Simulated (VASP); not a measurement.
```xyz
2
Lattice="2.9211 0.0000 0.0000 0.0000 2.9211 0.0000 0.0000 0.0000 2.9211" Properties=species:S:1:pos:R:3 pbc="T T T"
Al     1.4606     1.4606     1.4606
Ru     0.0000     0.0000     0.0000
```

The numbers are results of revTPSS meta-GGA, VASP's PBE PAW potentials (set 64) (plane waves; VASP), not measurements. Run with 520 eV cut-off, 12×12×12 Γ-centred mesh, first-order Methfessel-Paxton smearing of 0.10 eV, potentials Al Ru_pv.

### Question
Give the stress tensor in GPa (positive for a compressed cell).

### Answer

```
15.43   0.00   0.00
 0.00  15.43   0.00
 0.00   0.00  15.43
```
The pressure is its mean diagonal, 15.43 GPa.

The compound is RuAl in the CsCl type structure. This cell is one point of a volume scan, at 0.94 of the reference volume. The electron count is odd and the run is not spin-polarised, which forces a metal.
